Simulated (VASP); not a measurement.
Data:

```
MoY
1.0
    3.60637     0.00000     0.00000
    0.00000     3.60637     0.00000
    0.00000     0.00000     3.60637
Y Mo
1 1
Direct
  0.00232   0.99663   0.99921
  0.49767   0.50337   0.50079
```

These are PBE GGA, VASP's PBE PAW potentials (set 64) (plane waves; VASP) values and carry that method's errors. Run with 300 eV cut-off, 5×5×5 Γ-centred mesh, Gaussian smearing of 0.20 eV, potentials Y_sv Mo_sv.

At this cut-off the stress carries a Pulay error, which pulls relaxed volumes low.

**Question.** Which forces act on the atoms, in eV/Å?

**Answer.** 
```
atom      Fx      Fy      Fz
----  ------  ------  ------
Y1    -0.076   0.110   0.026
Mo2    0.076  -0.110  -0.026
```

**Question.** Give the stress tensor in GPa (positive for a compressed cell).

**Answer.** 
```
-7.16  -0.01   0.00
-0.01  -7.16   0.00
 0.00   0.00  -7.16
```
The pressure is its mean diagonal, -7.16 GPa.

The structure was generated: YMo was put into an ordered model structure, which need not be its known phase. The cell was not relaxed at this level, atoms are displaced from their ideal sites. The k-mesh is coarse (spacing up to 0.35 per Å, 2π included), so the numbers may not be converged in it. The electron count is odd and the run is not spin-polarised, which forces a metal.
